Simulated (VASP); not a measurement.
Here is the system:

```
CsPbCl3
1.0
    5.65441     0.00000     0.00000
    0.00000     5.65441     0.00000
    0.00000     0.00000     5.65441
Cs Pb Cl
1 1 3
Direct
  0.00000   0.00000   0.00000
  0.50000   0.50000   0.50000
  0.50000   0.00000   0.50000
  0.00000   0.50000   0.50000
  0.50000   0.50000   0.00000
```

These are rev-vdW-DF2, VASP's PBE PAW potentials (set 64) (plane waves; VASP) values and carry that method's errors. Numerical set-up: 520 eV cut-off, 4×4×4 Γ-centred mesh, Gaussian smearing of 0.050 eV, potentials Cs_sv Pb_d Cl.

Unless said otherwise, spin-orbit coupling is left out, though it shifts the bands of the heavy elements here.

Estimate the energy per atom (σ→0), band gap (on the k-mesh) with the smallest direct gap where there is one.

* **band gap (on the k-mesh)**: 2.04 eV
* **smallest direct gap (on the k-mesh)**: 2.04 eV
* **energy per atom (σ→0)**: -1.548 eV/atom

Only differences to runs with the same potentials and settings are physical.

The compound is CsPbCl3 in the cubic perovskite structure, the ideal cubic form; the compound distorts at low or room temperature. It was relaxed first. The start is the result of an earlier pass.
